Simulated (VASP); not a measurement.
The system is Rb3Sr.

```
Sr Rb
1.0
    -3.41177    3.41177    6.93246
     3.41177   -3.41177    6.93246
     3.41177    3.41177   -6.93246
Sr Rb
1 3
Direct
  0.00000 0.00000 0.00000
  0.50000 0.50000 0.00000
  0.25000 0.75000 0.50000
  0.75000 0.25000 0.50000
```

The cell comes from a database or a generator and needn't be the stable form of this composition.

| Property | Result |
| --- | --- |
| Program | VASP 6.6.1 |
| Task | single point |
| Functional | PBE |
| Potentials or basis | VASP PAW PBE potentials, release 64 (Sr_sv, Rb_sv) |
| Cutoff | 520 eV |
| k mesh | 6 × 6 × 6 |
| Occupations | fermi-dirac, width 0.05 eV |
| Spin | no spin polarisation |

On this cell: pressure 0.0 GPa; largest force under 0.003 eV/Å; band gap on the k mesh none (metal or under the smearing width).

The same run follows on a disturbed copy (atoms moved at random, drawn with an rms of 0.05 Å):

```xyz
4
Lattice="-3.4118 3.4118 6.9325 3.4118 -3.4118 6.9325 3.4118 3.4118 -6.9325" Properties=species:S:1:pos:R:3 pbc="T T T"
Sr    0.0246    0.0254    0.0072
Rb   -0.0498   -0.0126    6.9134
Rb    3.4056    0.0666    3.4745
Rb    0.0444    3.4461    3.4581
```

Task: What does the disturbed cell give?

Result: The energy (extrapolated to zero smearing) moves by +0.7 meV/atom; pressure 0.0 GPa; largest force 0.047 eV/Å; band gap on the k mesh none (metal or under the smearing width).

Forces in eV/Å, atoms in the order of the input:
```
Sr  -0.025 -0.004 -0.003
Rb   0.039  0.026  0.007
Rb   0.013 -0.023 -0.006
Rb  -0.026  0.002  0.002
```
